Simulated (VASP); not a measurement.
Calculation: LDA (Ceperley-Alder, Perdew-Zunger), VASP's LDA PAW potentials (set 64) (plane waves; VASP).

The input files of a VASP run:

**INCAR**
```
ENCUT  =  500   # plane-wave cut-off (eV)
LASPH  =  T   # aspherical one-centre terms
SIGMA  =  0.05   # width (eV)
NSW  =  40   # most ionic steps
ISIF  =  3
ALGO  =  Normal   # blocked Davidson
IBRION  =  2   # conjugate gradients
PSTRESS  =  50
LCHARG  =  F
LREAL  =  F
EDIFFG  =  -0.02   # ionic stop
PREC  =  Accurate
LMAXMIX  =  4   # l cut-off of mixed one-centre charges
ISMEAR  =  0
EDIFF  =  1E-6   # SCF stop (eV)
LWAVE  =  F
SYSTEM  =  SrCl2
NELM  =  100   # most electronic steps
```

**POSCAR**
```
SrCl2
1
    0.0000000000     3.4068686595     3.4068686595
    3.4068686595     0.0000000000     3.4068686595
    3.4068686595     3.4068686595     0.0000000000
Sr Cl
1 2
Direct
  0.0000000000   0.0000000000   0.0000000000
  0.2500000000   0.2500000000   0.2500000000
  0.7500000000   0.7500000000   0.7500000000
```

File KPOINTS:
```
Automatic mesh
0
gamma
 6 6 6
```

POTCAR, in this order: Sr_sv Cl (LDA.64 set). Program: vasp_std.

Energy and stress use the plane-wave basis of the starting cell.

**Question.** What does the run give for the energy per atom (σ→0), volume per atom, band gap (on the k-mesh)?

**Answer.** 
```yaml
energy per atom (σ→0): -4.660 eV/atom
band gap (on the k-mesh): 5.00 eV
volume_per_atom: 24.00 Å³/atom
```

File OSZICAR:
```
...
DAV:   2    -0.140014206509E+02    0.10463E+00   -0.26582E-01   616   0.368E+00    0.115E+00
DAV:   3    -0.139785625773E+02    0.22858E-01   -0.60369E-02   880   0.165E+00    0.905E-01
DAV:   4    -0.139783941233E+02    0.16845E-03   -0.78991E-03   856   0.522E-01    0.508E-01
DAV:   5    -0.139788858919E+02   -0.49177E-03   -0.17495E-03   912   0.205E-01    0.690E-02
DAV:   6    -0.139788532306E+02    0.32661E-04   -0.10692E-04   864   0.787E-02    0.318E-02
DAV:   7    -0.139788579246E+02   -0.46939E-05   -0.98318E-06   672   0.323E-02    0.671E-03
DAV:   8    -0.139788577171E+02    0.20742E-06   -0.14288E-06   448   0.903E-03
   3 F= -.11731670E+02 E0= -.11731670E+02  d E =-.121931E+00
```

The compound is SrCl2 in the fluorite structure. This run relaxes it under an external pressure of 5 GPa. Symmetry was kept, so distortions that lower it aren't found.
